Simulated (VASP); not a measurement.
H4CSO2, 32 atoms in the cell. The cell holds a amorphous, 32 atoms: a = 7.597 Å, b = 7.597 Å, c = 7.597 Å, α = 90.00°, β = 90.00°, γ = 90.00°. The cell was built by a generator and needn't be a form met in nature.

```yaml
Program: VASP 6.6.1
Task: single point
Functional: PBE
Dispersion: D3(BJ)
Potentials_or_basis: VASP PAW PBE potentials, release 64 (S, O, C, H)
Cutoff: 520 eV
k_mesh: 1 × 1 × 1
Occupations: fermi-dirac, width 0.02 eV
Spin: no spin polarisation
Dipole_correction: no
Further_INCAR_settings: LREAL = Auto; ALGO = Normal; EDIFF = 1e-07; NBANDS = 74
```

Potentials or basis: VASP PAW PBE potentials, release 64 (S, O, C, H).

The run is started by

```console
$ cat potpaw_PBE.64/S/POTCAR potpaw_PBE.64/O/POTCAR potpaw_PBE.64/C/POTCAR potpaw_PBE.64/H/POTCAR > POTCAR
$ mpirun -np 1 vasp_gam > vasp.out
```

Hardware: 1 thread of AMD EPYC 7R13 Processor (Zen 3), on a shared host.

Task: How long does it take, and how much memory?

Result: Wall time 60 s on 1 thread of AMD EPYC 7R13 Processor (Zen 3), on a shared host, peak memory 0.36 GiB. Counts: scf iterations 19, k points 1.
